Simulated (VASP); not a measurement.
Input for VASP

### INCAR
```
GGA  =  PS   ! PBEsol
EDIFFG  =  -0.02   ! ionic stop
NELM  =  100
SYSTEM  =  KCl
ENCUT  =  500   ! plane-wave cut-off (eV)
PSTRESS  =  300
ISMEAR  =  0
IBRION  =  2   ! conjugate gradients
NSW  =  40   ! most ionic steps
EDIFF  =  1E-6   ! SCF stop (eV)
PREC  =  Accurate
ALGO  =  Normal   ! blocked Davidson
LWAVE  =  .FALSE.
LCHARG  =  .FALSE.
ISIF  =  3
SIGMA  =  0.05   ! width (eV)
LREAL  =  .FALSE.   ! projection in real space or not
LASPH  =  .TRUE.
```

**KPOINTS**
```
Regular mesh
0
G
  8 8 8
```

File POSCAR:
```
KCl
1
    0.0000000000     2.7370808305     2.7370808305
    2.7370808305     0.0000000000     2.7370808305
    2.7370808305     2.7370808305     0.0000000000
K Cl
1 1
Direct
  0.0000000000   0.0000000000   0.0000000000
  0.5000000000   0.5000000000   0.5000000000
```

POTCAR, in this order: K_sv Cl (PBE.64 set). Program: vasp_std.

Q: Translate this PBEsol calculation to Ansatz.

A: One equivalent input (not run):
Ansatz 0.2 input:
```yaml
crystal:
  lattice:
    - [0.0000000, 2.7370808, 2.7370808]
    - [2.7370808, 0.0000000, 2.7370808]
    - [2.7370808, 2.7370808, 0.0000000]
  atoms:
    - { symbol: K, position: [0.0000000, 0.0000000, 0.0000000] }
    - { symbol: Cl, position: [0.5000000, 0.5000000, 0.5000000] }
kpoints:
  mp_grid: { grid: [8, 8, 8] }
hamiltonian:
  xc: pbesol
  pseudopotentials: { kind: paw }
scf:
  occupations: { method: gaussian, width: 0.05 }
  max_iter: 100
relax:
  max_steps: 40
  f_tol: 0.02
  cell: { p_target: 30 }
output: { forces: true, stress: true, eigenvalues: true }
```
The two are equivalent in intent, not identical: each code has its own PAW files, so the cut-off isn't converted (ENCUT is set for VASP's; basis.ecutwfc is left out, and Ansatz then takes the one that its files recommend); Ansatz stops its SCF on the density residual and VASP on the energy change (EDIFF).

The compound is KCl in the rock salt structure. This run relaxes it under an external pressure of 30 GPa. Symmetry was kept, so distortions that lower it aren't found.
